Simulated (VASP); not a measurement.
A run of VASP 6.6.1 is set up as follows.

The input INCAR:

```
SYSTEM = Sr2B2C
PREC = Accurate
ENCUT = 600
EDIFF = 1E-6
ISMEAR = 0
SIGMA = 0.1
LREAL = .False.
LASPH = .True.
NELM = 60
ALGO = Normal
ISIF = 3
LWAVE = .False.
LCHARG = .False.
GGA = PE
IBRION = 2
NSW = 100
EDIFFG = -0.01
```

The input KPOINTS:

```
Automatic mesh
0
Gamma
  8 8 6
  0 0 0
```

Contents of POSCAR:

```
Sr2B2C
1.0
    4.5334818228      0.0000000000      0.0000000000
    0.0000000000      4.5334818228      0.0000000000
    0.0000000000      0.0000000000      6.3996473652
Sr B C
2 2 1
Direct
    0.0000000000      0.0000000000      0.0000000000
    0.0000000000      0.0000000000      0.5000000000
    0.5000000000      0.0000000000      0.0000000000
    0.0000000000      0.5000000000      0.0000000000
    0.5000000000      0.5000000000      0.0000000000
```

Potentials or basis: VASP PAW PBE potentials, release 64 (Sr_sv, B, C).

The run is started by

```bash
$ cat potpaw_PBE.64/Sr_sv/POTCAR potpaw_PBE.64/B/POTCAR potpaw_PBE.64/C/POTCAR > POTCAR
$ mpirun -np 1 vasp_std > vasp.out
```

(1) What does it give for the relaxed cell?

(2) Estimate the relaxed volume.

(3) Estimate the space group after relaxing (to 0.05 Å).

Results:

(1) a = 4.581 Å, b = 4.581 Å, c = 6.652 Å, α = 90.00°, β = 90.00°, γ = 90.00°.

(2) 27.91 Å³/atom.

(3) P4/mmm (No. 123).
